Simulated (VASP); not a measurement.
## WB (relaxed from the zinc blende structure, space group F-43m): computed properties

Method: PBE GGA, VASP's PBE PAW potentials (set 64) (plane waves; VASP).

```yaml
space_group: F-43m (216)
cell: a = 4.846 Å, b = 4.846 Å, c = 4.846 Å, α = 90.00°, β = 90.00°, γ = 90.00°
volume_per_atom: 14.23 Å³/atom
band gap (over mesh and band path): none (metal, semimetal or under 0.01 eV)
density: 11.36 g/cm³
```

WB is taken in the cubic space group F-43m (No. 216), the zinc blende structure, Pearson symbol cF8. Cell: a = 4.8465 Å, b = 4.8465 Å, c = 4.8465 Å, α = 90.00°, β = 90.00°, γ = 90.00°. W on 4a sees 4 B at 2.099 Å (tetrahedral). B on 4d is coordinated by 4 W at 2.099 Å (tetrahedral). (Neighbours: up to the widest gap in distance over summed covalent radii, below 1.35, at either atom; cation-cation and far metal-metal contacts left out.)
(The calculation used a cell of 2 atoms; values per cell refer to that cell.)

Unless said otherwise, spin-orbit coupling is left out, though it shifts the bands of the heavy elements here.

The structure was generated: WB was put into the zinc blende type (F-43m), which need not be its known phase. It was relaxed first, which changed the volume by -38 %. Symmetry was kept, so distortions that lower it aren't found. The electron count is odd and the run is not spin-polarised, which forces a metal.
